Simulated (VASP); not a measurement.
# Osmium: how numerical settings change the zone-centre modes, part 2 of 2

Aim: test the modes of Osmium against the numerical settings. The starting structure is a measured crystal structure from the Crystallography Open Database.

VASP 6.6.1.

Results so far: reference B1g 225.8 cm⁻¹; a 10×10×6 mesh B1g 209.4 cm⁻¹; a cutoff of 230 eV B1g 224.6 cm⁻¹.

## Step 5: Modes with a 24×24×14 mesh

Level of this step: LDA; plane waves and PAW (Os) (VASP).

Against step 2 the input has a 24×24×14 mesh.

File INCAR:

```
SYSTEM = Os
PREC = Accurate
ENCUT = 450
EDIFF = 1E-08
NELM = 100
ISMEAR = 1
SIGMA = 0.15
LREAL = .FALSE.
ALGO = Normal
GGA = CA
NBANDS = 14
LORBIT = 11
LWAVE = .FALSE.
LCHARG = .FALSE.
KPAR = 2
IBRION = 8
ISIF = 2
```

File POSCAR:

```
Os
1.0
    2.7169082584      0.0000000000      0.0000000000
   -1.3584541292      2.3529115716      0.0000000000
    0.0000000000      0.0000000000      4.2960881952
Os
2
Direct
    0.6666666667      0.3333333333      0.7500000000
    0.3333333333      0.6666666667      0.2500000000
```

File KPOINTS:

```
Automatic mesh
0
Gamma
24 24 14
0 0 0
```

Potentials, in the order of the species: Os (LDA family, release 64).

Launch:

```console
$ mpirun -np 2 vasp_std
```

The log of the run:

```text
[... set-up lines as in an earlier step ...]
 entering main loop
       N       E                     dE             d eps       ncg     rms          rms(c)
DAV:   1     0.837422202666E+02    0.83742E+02   -0.69991E+03 13686   0.975E+02
DAV:   2    -0.227291675577E+02   -0.10647E+03   -0.94424E+02 14456   0.320E+02
DAV:   3    -0.268634052761E+02   -0.41342E+01   -0.39822E+01 17668   0.549E+01
DAV:   4    -0.268970129750E+02   -0.33608E-01   -0.33510E-01 15172   0.490E+00
[...]
DAV:  11    -0.253002884437E+02    0.60087E-05   -0.18910E-06 15656   0.164E-02    0.118E-03
DAV:  12    -0.253002883530E+02    0.90712E-07   -0.53939E-08 16808   0.244E-03    0.149E-04
DAV:  13    -0.253002883508E+02    0.22308E-08   -0.15737E-09  9778   0.439E-04
   1 F= -.25300288E+02 E0= -.25299640E+02  d E =-.194517E-02
 Linear response reoptimize wavefunctions to high precision
DAV:   1    -0.253002883504E+02    0.35379E-09   -0.17125E-10 10180   0.119E-04
DAV:   2    -0.253002883504E+02   -0.27285E-11   -0.13003E-11  7768   0.401E-05
 Linear response DOF=           2
 Linear response progress:
[...]
RMM:  10    -0.191780963695E+00    0.14170E-06    0.74607E-09106772   0.179E-05    0.371E-06
RMM:  11    -0.191780953694E+00    0.10001E-07    0.71697E-09108352   0.809E-06    0.768E-07
RMM:  12    -0.191780954964E+00   -0.12702E-08    0.59174E-09 76630   0.395E-06    0.278E-07
 first order change of Fermi-energy  -0.10353E-04
 force on displaced ion       1 direction 1 :  -9.137   0.001   0.000
 Linear response progress:
  Degree of freedom:   2/  2
       N       E                     dE             d eps       ncg     rms          rms(c)
RMM:   1    -0.252179420884E+00   -0.25218E+00   -0.14085E-01 37406   0.263E+00
RMM:   2    -0.243484700843E+00    0.86947E-02   -0.13941E-03 30681   0.687E-01    0.187E-01
RMM:   3    -0.243251923543E+00    0.23278E-03   -0.39106E-04 34989   0.140E-01    0.104E-01
RMM:   4    -0.243396092387E+00   -0.14417E-03   -0.52998E-04 35099   0.147E-01    0.129E-02
[...]
RMM:   9    -0.243458934455E+00    0.14071E-05   -0.23076E-08 36402   0.127E-04    0.201E-05
RMM:  10    -0.243458916104E+00    0.18351E-07   -0.31066E-08 34901   0.215E-05    0.512E-06
RMM:  11    -0.243458918379E+00   -0.22742E-08   -0.79638E-09 36710   0.890E-06    0.109E-06
 first order change of Fermi-energy   0.10769E-03
 force on displaced ion       1 direction 3 :   0.000  -0.000 -17.122
 Linear response finished
```

The job ended after 7.3 min (2 MPI ranks of Intel Xeon 6975P-C (Granite Rapids), shared host; peak memory 2.7 GiB).

Parts of OUTCAR (step 5):

```text
  Total        0.0662994      0.0662994     -0.1324733     -0.0000000     -0.0000000      0.0000000
  in kB        3.8678210      3.8678210     -7.7283229     -0.0000000     -0.0000000      0.0000000
  external PRESSURE =       0.0024397 kB  Pullay stress =       0.0000000 kB

 POSITION                                       TOTAL-FORCE (eV/Angst)
 -----------------------------------------------------------------------------------
      1.35845      0.78430      3.22207        -0.000000      0.000000      0.000000
     -0.00000      1.56861      1.07402         0.000000      0.000000      0.000000
 -----------------------------------------------------------------------------------
    total drift:                                0.000000     -0.000000     -0.000000

[... 1 part as in an earlier step ...]

[... 1 further part left out ...]
```

With a 24×24×14 mesh the modes are B1g 221.3, E2g 161.6 cm⁻¹; the largest shift is -10.1 cm⁻¹, in E2g, from the reference.

## Step 6: Modes with finite displacements

Against step 2 the input has IBRION = 6, NFREE = 2 and POTIM = 0.015 (also changed: NSW).

Edit INCAR of step 5 so:

```diff
@@ -15,3 +15,6 @@
 KPAR = 2
-IBRION = 8
+IBRION = 6
+NFREE = 2
+POTIM = 0.015
+NSW = 1
 ISIF = 2
```

POSCAR is that of step 5.

File KPOINTS:

```
Automatic mesh
0
Gamma
18 18 10
0 0 0
```

Launch:

```console
$ mpirun -np 2 vasp_std
```

The log of the run:

```text
[... set-up lines as in an earlier step ...]
 entering main loop
       N       E                     dE             d eps       ncg     rms          rms(c)
[... 13 cycles as in an earlier step ...]
   1 F= -.25299836E+02 E0= -.25299378E+02  d E =-.137454E-02
[...]
2 F= -.25298677E+02 E0= -.25298220E+02  d E =-.136935E-02
[...]
3 F= -.25298677E+02 E0= -.25298220E+02  d E =-.136936E-02
[...]
4 F= -.25297831E+02 E0= -.25297363E+02  d E =-.140361E-02
[...]
5 F= -.25297831E+02 E0= -.25297363E+02  d E =-.140361E-02
 Finite differences progress:
  Degree of freedom:   2/  2
  Displacement:        2/  2
  Total:               4/  4
```

The job ended after 2.8 min (2 MPI ranks; peak memory 1 GiB; 5.5 min of CPU time).

From OUTCAR (step 6):

```text
  Total        0.0086000      0.0086000      0.0213572      0.0000000      0.0000000      0.0000000
  in kB        0.5017125      0.5017125      1.2459504      0.0000000      0.0000000      0.0000000
  external PRESSURE =       0.7497918 kB  Pullay stress =       0.0000000 kB

 POSITION                                       TOTAL-FORCE (eV/Angst)
 -----------------------------------------------------------------------------------
      1.35845      0.78430      3.20707        -0.000000      0.000000      0.267466
     -0.00000      1.56861      1.07402         0.000000     -0.000000     -0.267466
 -----------------------------------------------------------------------------------
    total drift:                               -0.000000      0.000000     -0.000074

  FREE ENERGIE OF THE ION-ELECTRON SYSTEM (eV)
  ---------------------------------------------------
  free  energy   TOTEN  =       -25.2978306297 eV

  energy  without entropy=      -25.2964270205  energy(sigma->0) =      -25.29736276

[... 2 parts as in an earlier step ...]

[... 1 further part left out ...]
[key lines of the parts left out:]
E-fermi :   9.6684
```

The last energy, forces and stress in OUTCAR belong to the last displaced cell, not to that of POSCAR.

With finite displacements the modes are B1g 225.8, E2g 171.7 cm⁻¹, as with the reference.

## Step 7: Comparison

```tsv
run	B1g	E2g	method	core minutes
reference	225.8	171.7	perturbation theory	7.17
a 10×10×6 mesh	209.4	167.1	perturbation theory	1.57
a cutoff of 230 eV	224.6	171.4	perturbation theory	2.27
a 24×24×14 mesh	221.3	161.6	perturbation theory	14.6
finite displacements	225.8	171.7	finite displacements	5.5
```

Modes are in cm⁻¹, degenerate ones as one, matched between runs by symmetry and order. A number in brackets counts the listed modes of one symmetry from the lowest. The symmetry labels come from an automatic analysis and can be wrong where levels nearly coincide. Core minutes are wall time times ranks of the run shown, on a shared host.

## Step 8: What came out

```yaml
b1g_reference: 225.8 cm⁻¹
e2g_reference: 171.7 cm⁻¹
b1g_a_10x10x6_mesh: 209.4 cm⁻¹
e2g_a_10x10x6_mesh: 167.1 cm⁻¹
b1g_a_cutoff_of_230_ev: 224.6 cm⁻¹
e2g_a_cutoff_of_230_ev: 171.4 cm⁻¹
b1g_a_24x24x14_mesh: 221.3 cm⁻¹
e2g_a_24x24x14_mesh: 161.6 cm⁻¹
b1g_finite_displacements: 225.8 cm⁻¹
e2g_finite_displacements: 171.7 cm⁻¹
```

What this shows: The largest change comes with a 10×10×6 mesh: -16.4 cm⁻¹ in B1g. On finer settings the modes change by up to -10.1 cm⁻¹ in E2g with a 24×24×14 mesh. So the reference isn't converged for E2g. Other changes move the modes by more: -16.4 cm⁻¹ in B1g with a 10×10×6 mesh. Further runs on this material are not shown.

[Lines on the potential files, build, host, timing and source positions are cut from VASP's logs without a mark.]

[Logs are printed without paths, hosts, clocks, repeated set-up lines and the standing remarks that a program may print on its own settings, such as how far it seeks lower states.]

[Hosts, paths, dates, database ids (printed as entryN), source tags and the programs' standing remarks are cut or masked in the printed files.]
